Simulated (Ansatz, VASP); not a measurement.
## Re (Rhenium) in two plane-wave programs

Aim: how closely do two programs agree when they are given the same cell, functional and k mesh? The cell is taken from a series of VASP runs on this material, whose earlier steps may have relaxed, scaled or displaced it; both programs get it as it stands.

Program: Ansatz 0.2.0. Level of theory: plane waves, with VASP 6.6.1 beside it; single point at r2SCAN and band structure at r2SCAN, spin-orbit coupling. Results are calculated unless marked as measured.

## 1. Starting point

Symmetry: P6_3/mmc, No. 194, hexagonal system. The conventional cell has a = 2.759 Å, b = 2.759 Å, c = 4.460 Å, α = 90.00°, β = 90.00°, γ = 120.00°. Nearest to Re lie 12 Re at 2.74 to 2.76 Å.

## 2. Ansatz: single point, r2SCAN

Ansatz runs on its default PAW (the set named soft_2) files.

A single point gives forces, pressure and levels at one fixed geometry, so differences don't come from the geometry; what else differs is listed under the comparison.

Contents of input.yaml:

```yaml
crystal:
  lattice:
    - [2.7586891562, 0.0, 0.0]
    - [-1.3793445781, 2.3890948904, 0.0]
    - [0.0, 0.0, 4.4599403156]
  atoms:
    - { symbol: Re, position: [0.3333333333, 0.6666666667, 0.25] }
    - { symbol: Re, position: [0.6666666667, 0.3333333333, 0.75] }
hamiltonian:
  xc: r2scan
  pseudopotentials: { kind: paw }
kpoints:
  mp_grid: { grid: [12, 12, 7] }
scf:
  occupations: { method: tetrahedron }
output:
  forces: true
  stress: true
```

Run with:

```bash
ansatz run input.yaml --threads 2 --pin off --max-ram 4608MiB --backend cpu --events-out ev --progress --plain --runs-dir out
```

Numbers of over 12 decimals in the logs are rounded to 6 here.

Log:

```text
Warning: output.forces, output.stress, relax.cell or npt_langevin: where a Kohn–Sham band that disperses or a degenerate level is filled in part under the method tetrahedron, the forces or the stress that this run publishes need not agree with its energy (scf.occupations.method in the input reference, under Limitations); prefer a smearing scheme for the forces or the stress
Engine: ansatz 0.2.0, aarch64-unknown-linux-gnu
Pseudopotentials: kind: paw
Pseudopotential: Re, paw, valence charge 15, recommended cutoff 500 eV (meta_gga), Re.paw.azcp
Functional definition: r2SCAN
  parameter k0 = 0.174
  parameter k1 = 0.065
  parameter a1 = 4.9479
  exchange = r2scan_x(k0 = k0, k1 = k1, a1 = a1)
  correlation = r2scan_c
Crystal: 2 atoms, lattice volume = 29.394 Å³
Basis set: ecut = 500 eV, 713 PW (Γ), exchange–correlation on 96×96×144 points (64 copies of the dense FFT grid, shifted against one another)
Bands: 19, of which v1, the nominal top of the filled ones, is band 15 counted from 1 (14 counted from 0)
Symmetry: 24 space group operations
Space group: P63/mmc (ITA 194), of the structure as read, at distance tolerance 3.1e-5 Å
k-points: 76 of 1008
Non-local potential: Re, projectors of the file, l = 0: 3, l = 1: 2, l = 2: 2, l = 3: 1
PAW form: soft (Blöchl's): semilocal exchange-correlation on the pseudo side does not see the compensation charge
PAW frozen core: Re, regenerated for the run's functional (the file was generated under x = pbe(κ = 0.804, μ = 0.219515), c = pbe(β = 0.066725))
PAW one-centre angular grid: Re, 590 points (default); XC on 160 Gauss nodes
Initial density: superposition of atomic densities (neutral atoms: chi_scale 0, normalization atom), corrected by the library's trained network
Initial wavefunctions: pseudopotential atomic-orbital guess
Functional: x = r2scan, c = r2scan; τ floored in thin density (d = 2e-4 eV/Å³)
SCF iter   1: F=—  HF=-21761.587887 eV  |F-HF|=—  |Δ(HF+E_count)|=         —  Δρ=9.56e-3  dr2=1.20e-2  dr2_τ=1.68e-1  ethr=1.77e-3  ⟨swp⟩=6.0  Hψ=7007  notcnv=0
preconditioner: auto → none  [metal: no gap  n_scr=8 (ndim 8)  ℏωp=25.6 eV  f_vac=0.000  sad-step TF]
SCF iter   2: F=—  HF=-21761.625105 eV  |F-HF|=—  |Δ(HF+E_count)|=   3.72e-2  Δρ=5.76e-3  dr2=3.92e-3  dr2_τ=5.36e-4  ethr=3.99e-5  ⟨swp⟩=2.0  Hψ=2887  notcnv=0  defer=1
SCF iter   3: F=—  HF=-21761.628914 eV  |F-HF|=—  |Δ(HF+E_count)|=   3.81e-3  Δρ=5.90e-4  dr2=7.04e-5  dr2_τ=2.42e-5  ethr=1.31e-5  ⟨swp⟩=3.0  Hψ=2886  notcnv=0  defer=1
SCF iter   4: F=—  HF=-21761.628907 eV  |F-HF|=—  |Δ(HF+E_count)|=   6.93e-6  Δρ=1.66e-4  dr2=1.98e-6  dr2_τ=1.45e-6  ethr=2.35e-7  ⟨swp⟩=2.0  Hψ=2684  notcnv=0  defer=1
SCF iter   5: F=—  HF=-21761.628912 eV  |F-HF|=—  |Δ(HF+E_count)|=   4.16e-6  Δρ=2.43e-5  dr2=1.19e-7  dr2_τ=3.74e-8  ethr=6.61e-9  ⟨swp⟩=2.1  Hψ=2297  notcnv=0  defer=1
SCF iter   6: F=-21761.628912 eV  HF=-21761.628912 eV  |F-HF|=7.43e-9  |Δ(HF+E_count)|=   2.94e-7  Δρ=6.94e-6  dr2=4.41e-9  dr2_τ=2.46e-9  ethr=3.33e-10  ⟨swp⟩=4.0  Hψ=4630  notcnv=0
SCF 1 converged in 6 iterations: F = -21761.628912 eV  dr2 = 4.41e-9
  greatest PAW one-centre occupation: 1.000 electrons in one spin orbital (limit 2), on the Re atom at site 1 (counted from 0), in its partial waves of l = 0
SCF converged after 6 iterations
Stability not checked: this state was not tested for a lower state beside it, because cold or Methfessel-Paxton smearing, or corrected tetrahedra, fill the levels in a way that the test cannot read (fill_not_monotonic; see scf.lower_state_search)
Free energy (F): -21761.628912 eV
Harris-Foulkes:  -21761.628912 eV  (|F-HF|=7.43e-9)
Internal energy: -21761.628857 eV  (E = F + TS)
E sigma→0 (E₀):  -21761.628912 eV
Entropy (-TS):   -0.000055 eV (-0.027 meV/atom)
Fermi energy:    23.786135 eV
--- Per-component energies (eV) ---
  E_band       = -173.675566
  E_kinetic    = 1083.898639
  E_local      = -1515.256709  (includes V_loc(G=0)·N_el)
  E_nonlocal   = 98.538976
  E_hartree    = 544.596042
  E_xc         = -774.090872
  E_vxc        = -681.752433  (∫ρ·V_xc dr)
  E_paw        = -17378.312379  (= ΣΔE_a)
  E_vpaw       = -283.873578  (= ΣTr[D̂ρ^β])
  E_aug_tail   = -0.000068  (compensation charges beyond the density's cutoff)
  E_vtau       = 35.577759  (kinetic-family band-sum trace: ∫τ·v_τ [+ j·A + Jᵃ·Aᵃ] dr)
  E_ewald      = -3820.060745
  E_core_change = -0.941741  (= ΣΔE_core)
  E_smearing   = -0.000055  (= −TS)
  E_closure    = -0.000000  (closes the sum)
  Σ components = -21761.628912   (vs F -21761.628912, Δ=0.00e0)
--- Forces (eV/Å), atoms counted from 1 ---
  atom   1  Re     0.00000000     0.00000000     0.00000000
  atom   2  Re     0.00000000    -0.00000000     0.00000000
  max |Σ_I F_I| component: 3.70e-17 eV/Å
--- Stress (GPa, compression-positive) ---
        0.069469       0.000000       0.000000
        0.000000       0.069469       0.000000
        0.000000       0.000000       0.160230
  P = ⅓ Tr σ = 0.0997 GPa (0.997 kbar)
--- Band table (eV; the first three rows and the last of 76) ---
  k-point 0: bands = [... 11 lower, 22.2116, 22.2116, 23.0753, 23.0753, 24.0655, 24.0655, 24.3405, 27.3738]
  k-point 1: bands = [... 11 lower, 22.0978, 22.0978, 22.9208, 22.9208, 23.6698, 24.4111, 24.4111, 27.3950]
  k-point 2: bands = [... 11 lower, 21.9617, 21.9617, 22.3685, 22.5681, 22.5681, 25.1995, 25.1995, 27.3039]
  k-point 75: bands = [... 11 lower, 20.1015, 21.5341, 21.5341, 23.6971, 24.2500, 27.3497, 27.3497, 33.2774]
```

Elapsed: 4.9 s, on 2 threads of Arm Neoverse N1, shared host; peak memory 0.39 GiB; 9.1 s of CPU time.

In the SCF lines HF is the Harris–Foulkes energy and dr2 the Hartree energy of the density residual, in eV; the loop may stop once dr2 is under the threshold and the program's other checks hold. Hψ counts applications of the Hamiltonian.

The run ends at a pressure of 0.10 GPa.

## 3. VASP: single point, r2SCAN

The same cell, functional, mesh and smearing now go to VASP, with its own data sets and cutoff.

Lines of VASP's logs that name or quote its potential files are left out, and so is its time.

Contents of INCAR:

```
SYSTEM = Re
PREC = Accurate
ENCUT = 400
EDIFF = 1E-06
NELM = 100
ISMEAR = -5
SIGMA = 0.2
LREAL = .FALSE.
ALGO = Normal
METAGGA = R2SCAN
LASPH = .TRUE.
NBANDS = 19
LORBIT = 11
LWAVE = .FALSE.
LCHARG = .FALSE.
KPAR = 2
NEDOS = 2001
```

Contents of POSCAR:

```
Re
1.0
    2.7586891562      0.0000000000      0.0000000000
   -1.3793445781      2.3890948904      0.0000000000
    0.0000000000      0.0000000000      4.4599403156
Re
2
Direct
    0.3333333333      0.6666666667      0.2500000000
    0.6666666667      0.3333333333      0.7500000000
```

Contents of KPOINTS:

```
Automatic mesh
0
Gamma
12 12 7
0 0 0
```

PAW data sets: Re (PBE family, release 64).

Run with:

```bash
mpirun -np 2 vasp_std
```

Log:

```text
[banner, memory and clock lines left out]
running    2 mpi-ranks, on    1 nodes
 distrk:  each k-point on    1 cores,    2 groups
 distr:  one band on    1 cores,    1 groups

 POSCAR found type information on POSCAR Re
 POSCAR found :  1 types and       2 ions
|                                                                             |
|               ----> ADVICE to this user running VASP <----                  |
|                                                                             |
|     You enforced a specific xc type in the INCAR file but a different       |
|     [... a line on the potential file left out ...]
|     I HOPE YOU KNOW WHAT YOU ARE DOING!                                     |
|                                                                             |

 LDA part: xc-table for (None), standard interpolation
 POSCAR, INCAR and KPOINTS ok, starting setup
 FFT: planning ... GRIDC
 FFT: planning ... GRID_SOFT
 FFT: planning ... GRID
 WAVECAR not read
 entering main loop
       N       E                     dE             d eps       ncg     rms          rms(c)
DAV:   1    -0.614763062940E+02   -0.61476E+02   -0.59136E+03  5770   0.845E+02
DAV:   2    -0.105145319091E+03   -0.43669E+02   -0.37532E+02  5087   0.258E+02
DAV:   3    -0.106107470132E+03   -0.96215E+00   -0.95186E+00  4925   0.394E+01
DAV:   4    -0.106116404274E+03   -0.89341E-02   -0.89332E-02  5030   0.206E+00
DAV:   5    -0.106116518109E+03   -0.11383E-03   -0.11394E-03  4772   0.493E-01    0.358E+01
DAV:   6    -0.105143395336E+03    0.97312E+00   -0.23409E-01  5073   0.907E+00    0.182E+01
DAV:   7    -0.104903842995E+03    0.23955E+00   -0.34824E-01  4872   0.156E+01    0.275E+00
DAV:   8    -0.104904930398E+03   -0.10874E-02   -0.67080E-03  5221   0.126E+00    0.841E-01
DAV:   9    -0.104901591484E+03    0.33389E-02   -0.24103E-03  5504   0.538E-01    0.375E-01
DAV:  10    -0.104901564907E+03    0.26577E-04   -0.18520E-04  5072   0.251E-01    0.115E-01
DAV:  11    -0.104901587049E+03   -0.22142E-04   -0.10585E-05  5200   0.619E-02    0.421E-02
DAV:  12    -0.104901590887E+03   -0.38383E-05   -0.40735E-07  2001   0.314E-02    0.443E-03
DAV:  13    -0.104901590196E+03    0.69127E-06   -0.48990E-07  2113   0.990E-03
   1 F= -.10490159E+03 E0= -.10490159E+03  d E =0.000000E+00
|                                                                             |
|           W    W    AA    RRRRR   N    N  II  N    N   GGGG   !!!           |
|           W    W   A  A   R    R  NN   N  II  NN   N  G    G  !!!           |
|           W    W  A    A  R    R  N N  N  II  N N  N  G       !!!           |
|           W WW W  AAAAAA  RRRRR   N  N N  II  N  N N  G  GGG   !            |
|           WW  WW  A    A  R   R   N   NN  II  N   NN  G    G                |
|           W    W  A    A  R    R  N    N  II  N    N   GGGG   !!!           |
|                                                                             |
|     Tetrahedron method does not include variations of the Fermi             |
|     occupations, so forces and stress will be inaccurate. We suggest        |
|     using a different smearing scheme ISMEAR = 1 or 2 for metals in         |
|     relaxations.                                                            |
|                                                                             |
```

OUTCAR, selected parts (step 3):

```text
ion  position               nearest neighbor table
   1  0.333  0.667  0.250-   2 2.74   2 2.74   2 2.74   2 2.74   2 2.74   2 2.74
   2  0.667  0.333  0.750-   1 2.74   1 2.74   1 2.74   1 2.74   1 2.74   1 2.74

  LATTYP: Found a hexagonal cell.
 ALAT       =     2.7586891562
 C/A-ratio  =     1.6166882396

 Subroutine GETGRP returns: Found 24 space group operations
 (whereof 12 operations were pure point group operations)

The static configuration has the point symmetry D_3d.
 The point group associated with its full space group is D_6h.

 Found     76 irreducible k-points:

   k-points           NKPTS =     76   k-points in BZ     NKDIM =     76   number of bands    NBANDS=     19

   dimension x,y,z NGX =    18 NGY =   18 NGZ =   30
   dimension x,y,z NGXF=    36 NGYF=   36 NGZF=   60

   ENCUT  =  400.0 eV  29.40 Ry    5.42 a.u.   4.50  4.50  7.27*2*pi/ulx,y,z

   NELECT =      14.0000    total number of electrons

 k-points in reciprocal lattice and weights: Automatic mesh
   0.00000000  0.00000000  0.00000000       0.001
   0.08333333  0.00000000  0.00000000       0.006
   0.16666667  0.00000000  0.00000000       0.006
   0.25000000  0.00000000  0.00000000       0.006
   0.33333333  0.00000000  0.00000000       0.006
   0.41666667  0.00000000  0.00000000       0.006
   0.50000000  0.00000000  0.00000000       0.003
   0.08333333  0.08333333  0.00000000       0.006
   0.16666667  0.08333333  0.00000000       0.012
[...]
0.33333333  0.25000000  0.42857143       0.024
   0.33333333  0.33333333  0.42857143       0.004

 average (electrostatic) potential at core
       1 -44.8180       2 -44.8180

 E-fermi :   7.6562

 k-point     1 :       0.0000    0.0000    0.0000
  band No.  band energies     occupation
    ...
      4       6.0712      2.00000
      5       6.0712      2.00000
      6       6.9329      2.00000
      7       6.9329      2.00000
      8       7.9248      1.25357
      9       7.9248      0.00000
     10       8.2396      0.00000
     11      11.2209      0.00000
     12      11.2209      0.00000
     13      18.2538      0.00000
    ...

 k-point     2 :       0.0833    0.0000    0.0000
  band No.  band energies     occupation
    ...
      4       6.3423      2.00000
      5       6.5443      2.00000
      6       6.7446      2.00000
      7       7.1527      2.00000
      8       7.1885      2.02224
      9       7.7028      0.07385
     10       7.8547      0.00000
     11      11.3669      0.00000
     12      12.3934      0.00000
     13      18.2329      0.00000
    ...

 k-point     3 :       0.1667    0.0000    0.0000
  band No.  band energies     occupation
    ...
      5       6.1851      2.00000
      6       7.1336      2.00000
      7       7.1896      2.00000
      8       7.2875      1.90213
      9       7.4691      0.56460
     10       7.9293      0.00000
     11      11.6689      0.00000
     12      14.4545      0.00000
     13      18.0645      0.00000
     14      24.6191      0.00000
    ...

  Total        0.0285877      0.0285877      0.0366678      0.0000000      0.0000000      0.0000000
  in kB        1.5582031      1.5582031      1.9986182      0.0000000      0.0000000      0.0000000
  external PRESSURE =       1.7050081 kB  Pullay stress =       0.0000000 kB

  energy-cutoff  :      400.00
  volume of cell :       29.39
      direct lattice vectors                 reciprocal lattice vectors
     2.758689156  0.000000000  0.000000000     0.362491003  0.209284278  0.000000000
    -1.379344578  2.389094890  0.000000000     0.000000000  0.418568557  0.000000000
     0.000000000  0.000000000  4.459940316     0.000000000  0.000000000  0.224218247

 POSITION                                       TOTAL-FORCE (eV/Angst)
 -----------------------------------------------------------------------------------
     -0.00000      1.59273      1.11499         0.000000     -0.000000      0.000000
      1.37934      0.79636      3.34496        -0.000000      0.000000      0.000000
 -----------------------------------------------------------------------------------
    total drift:                                0.000000     -0.000000     -0.000000

  FREE ENERGIE OF THE ION-ELECTRON SYSTEM (eV)
  ---------------------------------------------------
  free  energy   TOTEN  =      -104.9015901956 eV

  energy  without entropy=     -104.9015901956  energy(sigma->0) =     -104.90159020

 total charge
# of ion       s       p       d       tot
------------------------------------------
    1        0.618   0.688   4.828   6.134
    2        0.618   0.688   4.828   6.134
--------------------------------------------------
tot          1.236   1.376   9.656  12.268

[... 3 further parts left out ...]
```

The data set Re keeps the semicore shell frozen, which is cheaper and a little less accurate. With tetrahedra the forces and stress of a metal are not exact derivatives of the energy.

## 4. Side by side

Known differences besides the potentials themselves: VASP keeps PBE cores, Ansatz makes them for the functional; the data sets hold 30 valence electrons in Ansatz (default PAW (the set named soft_2) files) and 14 in VASP; the cutoff is 500 eV in Ansatz and 400 eV in VASP. Total energies have different zeros and are not compared.

The two programs side by side:

| quantity | Ansatz | VASP | difference |
| --- | --- | --- | --- |
| pressure (GPa) | 0.10 | 0.17 | -0.07 |

Ansatz's pressure holds a Pulay correction of 0.04 GPa; VASP's holds none.

(Continued in part 2 of 2.)

[Lines on the potential files, build, host, timing and source positions are cut from VASP's logs without a mark.]

[Logs are printed without paths, hosts, clocks, repeated set-up lines and the standing remarks that a program may print on its own settings, such as how far it seeks lower states.]

[Hosts, paths, dates, database ids (printed as entryN), source tags and the programs' standing remarks are cut or masked in the printed files.]
